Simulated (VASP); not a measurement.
A series in volume scale on BN

RPA total energy (exact exchange plus RPA correlation) on Kohn-Sham orbitals over scaled volumes of the cell given; energies count from the value at scale 1 or the largest scale; program VASP. The results are calculated, by VASP 6.6.1.

The cell before it is scaled or strained (space group F-43m, No. 216):
```
cell vectors (Å)
   0.0000     1.8080     1.8080
   1.8080     0.0000     1.8080
   1.8080     1.8080     0.0000
atoms (fractions of the cell vectors)
B   0.00000  0.00000  0.00000
N   0.25000  0.25000  0.25000
```

Settings of every row: orbitals functional PBE; datasets GW family; wave cutoff 547.2 eV; k mesh 4x4x4; response cutoff 364.8 eV; long wavelength term neglected; exchange cutoff 631.4 eV; frequency points 12; coulomb kernel bare; route quartic.

Potential name: B_GW, N_GW

Limits: coarse mesh, values belong to these settings and can lie far from the converged crystal; the count of empty bands follows the volume.

| row | volume scale | V (Å³/atom) | RPA energy (eV, a cell) | energy of the functional (eV, a cell) | total energy with exact exchange (eV, a cell) |
| --- | --- | --- | --- | --- | --- |
| 1 | 0.92 | 5.437 | ? | ? | ? |
| 2 | 0.96 | 5.674 | 0.02844 | 0.03416 | -0.00456 |
| 3 | 1 | 5.91 | 0 | 0 | 0 |
| 4 | 1.04 | 6.147 | 0.01761 | 0.01129 | 0.05281 |
| 5 | 1.08 | 6.383 | 0.07443 | 0.06043 | 0.14603 |

Question: what RPA energy and energy of the functional should row 1 give?

Worked fit of RPA energy. Take u = (V_r/V)^(2/3) − 1 with V_r = 6.0285 Å³ an atom, which is twice the finite (Eulerian) strain; such expansions in the strain, on which the Birch-Murnaghan equation of state is built, carry the rest volume and the bulk modulus. The shown rows have u = 0.04123, 0.01332, -0.01289, -0.03738. Least squares give RPA energy = 0.003498 − 0.70536 × u + 31.8268 × u² eV; a straight line predicts inner rows, each left out in turn, worse (root mean square 0.031 against 0.00058 eV). The rows lie off it by -0.00008, 0.00025, -0.00027, 0.00010 (root mean square 0.00019 eV). The withheld row has u = 0.07127, so the fit gives 0.003498 − 0.70536 × (0.07127) + 31.8268 × (0.07127)² = 0.11489 eV.

The calculation gave 0.11277 eV. The fit lies 0.00212 eV (1.9 % of the value, 1.9 % of the column's range) above it; its largest miss of a shown row is 0.00027 eV. This row lies beyond the range of the fit.

Worked fit of energy of the functional. Take u = (V_r/V)^(2/3) − 1 with V_r = 6.0285 Å³ an atom, which is twice the finite (Eulerian) strain; such expansions in the strain, on which the Birch-Murnaghan equation of state is built, carry the rest volume and the bulk modulus. The shown rows have u = 0.04123, 0.01332, -0.01289, -0.03738. Least squares give energy of the functional = 0.000453 − 0.45191 × u + 30.8076 × u² eV; a straight line predicts inner rows, each left out in turn, worse (root mean square 0.03 against 0.00023 eV). The rows lie off it by -0.00003, 0.00010, -0.00011, 0.00004 (root mean square 7.8e-05 eV). The withheld row has u = 0.07127, so the fit gives 0.000453 − 0.45191 × (0.07127) + 30.8076 × (0.07127)² = 0.12473 eV.

The calculation gave 0.12307 eV. The fit lies 0.00166 eV (1.3 % of the value, 1.3 % of the column's range) above it; its largest miss of a shown row is 0.00011 eV. This row lies beyond the range of the fit.

The other values of row 1: total energy with exact exchange 0.04887 eV.
